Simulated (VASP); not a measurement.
KMgF3 (cubic perovskite) relaxed at rising pressure, in one space group throughout; other phases were not tried. The pressures are those reached. Computed with PBEsol GGA, VASP's PBE PAW potentials (set 64) (plane waves; VASP).

| P (GPa) | V (Å³/atom) | k-mesh |
|---|---|---|
| -0.18 | 12.659 | 6×6×6 |
| 4.91 | 11.924 | 6×6×6 |
| 10.04 | 11.367 | 6×6×6 |
| 20.04 | 10.571 | 6×6×6 |
| 30.00 | 9.996 | 6×6×6 |

Q: Fit an equation of state and predict the volume at 44.81 GPa.

A: Least squares on the third-order Birch-Murnaghan form, P = (3B0/2)(y⁷ − y⁵)[1 + (3/4)(B′ − 4)(y² − 1)] with y = (V0/V)^(1/3), gives V0 = 12.629 Å³/atom, B0 = 75 GPa and B′ = 4.6, and so 9.359 Å³/atom. The run gave 9.358 Å³/atom, -0.0 % from the fit.

Pressures at which the relaxation failed are left out.

The compound is KMgF3 in the cubic perovskite structure.
